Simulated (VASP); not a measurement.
Output of a VASP run:

### OSZICAR
```
       N       E                     dE             d eps       ncg     rms          rms(c)
DAV:   1     0.330610501024E+02    0.33061E+02   -0.48974E+03  1528   0.166E+03
DAV:   2    -0.422905662732E+01   -0.37290E+02   -0.35412E+02  1513   0.185E+02
DAV:   3    -0.459755978752E+01   -0.36850E+00   -0.36769E+00  1794   0.267E+01
DAV:   4    -0.460012233912E+01   -0.25626E-02   -0.25623E-02  1864   0.202E+00
DAV:   5    -0.460015458605E+01   -0.32247E-04   -0.32246E-04  1795   0.179E-01    0.760E+00
DAV:   6    -0.414413130557E+01    0.45602E+00   -0.17852E+01  1597   0.959E+01    0.425E+00
DAV:   7    -0.373240880337E+01    0.41172E+00   -0.29320E+00  1614   0.388E+01    0.522E-01
DAV:   8    -0.372377336838E+01    0.86354E-02   -0.71755E-03  1866   0.174E+00    0.341E-01
DAV:   9    -0.372173332004E+01    0.20400E-02   -0.14822E-02  1645   0.258E+00    0.294E-02
DAV:  10    -0.372173529546E+01   -0.19754E-05   -0.45873E-05  2280   0.133E-01    0.891E-03
DAV:  11    -0.372173433002E+01    0.96545E-06   -0.11104E-06  1372   0.215E-02
   1 F= -.37217343E+01 E0= -.37217209E+01  d E =-.401480E-04
```

**OUTCAR**
```
------------------------ aborting loop because EDIFF is reached ----------------------------------------
  FORCE on cell =-STRESS in cart. coord.  units (eV):
  Direction    XX          YY          ZZ          XY          YZ          ZX
  --------------------------------------------------------------------------------------
  Total       -0.4443352     -0.4443352     -0.4443352      0.0000000     -0.0000000      0.0000000
  in kB      -57.0373267    -57.0373267    -57.0373267      0.0000000     -0.0000000      0.0000000
  external PRESSURE =     -57.0373267 kB  Pullay stress =       0.0000000 kB
  volume of cell :       12.48
      direct lattice vectors                 reciprocal lattice vectors
     0.000000000  1.841100000  1.841100000    -0.271576775  0.271576775  0.271576775
     1.841100000  0.000000000  1.841100000     0.271576775 -0.271576775  0.271576775
     1.841100000  1.841100000  0.000000000     0.271576775  0.271576775 -0.271576775
 POSITION                                       TOTAL-FORCE (eV/Angst)
 -----------------------------------------------------------------------------------
      0.00000      0.00000      0.00000        -0.000000      0.000000     -0.000000
 -----------------------------------------------------------------------------------
    total drift:                               -0.000000     -0.000000      0.000000
  FREE ENERGIE OF THE ION-ELECTRON SYSTEM (eV)
  ---------------------------------------------------
  free  energy   TOTEN  =        -3.7217343300 eV

  energy  without entropy=       -3.7216941820  energy(sigma->0) =       -3.72172095
```
(Selected blocks of OUTCAR.)

### POSCAR
```
Cu
1
    0.0000000000     1.8411000000     1.8411000000
    1.8411000000     0.0000000000     1.8411000000
    1.8411000000     1.8411000000     0.0000000000
Cu
1
Direct
  0.0000000000   0.0000000000   0.0000000000
```

**Question.** Write an INCAR and KPOINTS that could have produced this output.

**Answer.** Several could match; the one computed here: the input of the run itself, PBE GGA, plane waves, VASP's PBE PAW potentials (set 64).

### KPOINTS
```
kpoints
0
Gamma
 13 13 13
```

### INCAR
```
LCHARG  =  .FALSE.
EDIFF  =  1E-6
LREAL  =  .FALSE.   ! projection in real space or not
ENCUT  =  400   ! plane-wave cut-off (eV)
LMAXMIX  =  4
GGA  =  PE
ALGO  =  Normal   ! blocked Davidson
NELM  =  100   ! most electronic steps
ISMEAR  =  1
SYSTEM  =  Cu
LWAVE  =  .FALSE.
ISIF  =  2   ! forces and stress, cell fixed
LASPH  =  .TRUE.
PREC  =  Accurate
SIGMA  =  0.1   ! width (eV)
```

POTCAR, in this order: Cu (PBE.64 set). Program: vasp_std.

The compound is Cu in the fcc structure. The cell was not relaxed at this level.
